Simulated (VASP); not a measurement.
Runs of VASP 6.6.1 on Y. The cell holds a slab with vacuum, 3 atoms: a = 3.651 Å, b = 3.651 Å, c = 20.747 Å, α = 90.00°, β = 90.00°, γ = 120.00°. 

```tsv
level	potentials or basis	other keys	gap on the mesh (eV)	largest force (eV/Å)	work function (eV)
PBEsol	VASP PAW PBE potentials, release 64 (Y_sv)	-	none	0.34	3.33
LDA	VASP PAW LDA potentials, release 64 (Y_sv)	-	none	0.48	3.45
PW91	VASP PAW PBE potentials, release 64 (Y_sv)	-	none	0.23	3.30
RPBE	VASP PAW PBE potentials, release 64 (Y_sv)	-	none	0.08	(b)
PBE	VASP PAW PBE potentials, release 64 (Y_sv)	-	none	0.20	(a)
LDA	VASP PAW LDA potentials, release 64 (Y_sv)	ADDGRID = yes	none	0.48	3.45
revPBE	VASP PAW PBE potentials, release 64 (Y_sv)	-	none	0.12	3.18
```

Alike in all rows: task work function; no spin polarisation; cell as given; k mesh 8 × 8 × 1; cutoff (eV) 520; smearing fermi-dirac 0.05 eV.

Task: Fill in the values left out.

Result: (a) 3.27; (b) 3.17.

Caveats: the PAW data sets were made with another functional, which shifts forces and pressure a little (some runs).

A k mesh can miss the band edges, and the runs leave out spin-orbit coupling on Y.

A gap of «none» marks a metal or a gap under the smearing width.
